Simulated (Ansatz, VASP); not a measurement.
# Two plane-wave programs on Nb2O

INCAR

```
SYSTEM = Nb2O
  PREC = Accurate
  ENCUT = 600
  EDIFF = 1E-6
  ISMEAR = 0
  SIGMA = 0.1
  LREAL = .FALSE.
  LASPH = .TRUE.
  NELM = 80
  ALGO = Normal
  ISIF = 3
  LWAVE = .FALSE.
  LCHARG = .FALSE.
  GGA = PE
  IBRION = 2
  NSW = 90
  EDIFFG = -0.04
```

The input KPOINTS:

```
Automatic mesh
0
G
  4 4 4
  0 0 0
```

The input POSCAR:

```
Nb2O
1.0
    4.4601546907      0.0000000000      0.0000000000
    0.0000000000      4.4601546907      0.0000000000
    0.0000000000      0.0000000000      4.4601546907
Nb O
4 2
Direct
    0.2500000000      0.2500000000      0.2500000000
    0.2500000000      0.7500000000      0.7500000000
    0.7500000000      0.7500000000      0.2500000000
    0.7500000000      0.2500000000      0.7500000000
    0.0000000000      0.0000000000      0.0000000000
    0.5000000000      0.5000000000      0.5000000000
```

Input for Ansatz:

```yaml
crystal:
  lattice:
    - [4.4601546907, 0.0, 0.0]
    - [0.0, 4.4601546907, 0.0]
    - [0.0, 0.0, 4.4601546907]
  atoms:
    - { symbol: Nb, position: [0.25, 0.25, 0.25] }
    - { symbol: Nb, position: [0.25, 0.75, 0.75] }
    - { symbol: Nb, position: [0.75, 0.75, 0.25] }
    - { symbol: Nb, position: [0.75, 0.25, 0.75] }
    - { symbol: O, position: [0.0, 0.0, 0.0] }
    - { symbol: O, position: [0.5, 0.5, 0.5] }
basis:
  ecutwfc: 420
kpoints:
  mp_grid: { grid: [4, 4, 4] }
hamiltonian:
  xc: pbe
scf:
  occupations: { method: gaussian, width: 0.1 }
  lower_state_search: "off"
output:
  forces: true
  stress: true
  eigenvalues: true
relax:
  adjacent_minimum: "off"
  f_tol: 0.04
  max_steps: 70
  cell: { stress_tol: 0.4 }
```

Alike in both runs: task relaxation of cell and atoms; functional PBE; k mesh 4 × 4 × 4; occupations gaussian, width 0.1 eV; no spin polarisation.

```csv
,VASP,Ansatz
version,VASP 6.6.1,Ansatz 0.2.0
potentials or method,"VASP PAW PBE potentials, release 64 (Nb_sv, O)","scalar-relativistic, plane waves, PAW"
plane-wave cutoff (eV),600,420
valence electrons in the cell,64,64
```

|  | VASP | Ansatz | Ansatz less VASP |
| --- | --- | --- | --- |
| gap on the k mesh at the Fermi level, each at its own relaxed structure (eV) | none | none | - |
| relaxed volume (Å³/atom) | 16.18 | 16.21 | +0.027 |
| relaxed cell length with the largest relative difference (Å) | 4.596 | 4.598 | +0.0026 |
| energy change over the relaxation (meV/atom) | -81 | -86 | -4.6 |

A gap of «none» marks a metal or a gap that the smearing closes.
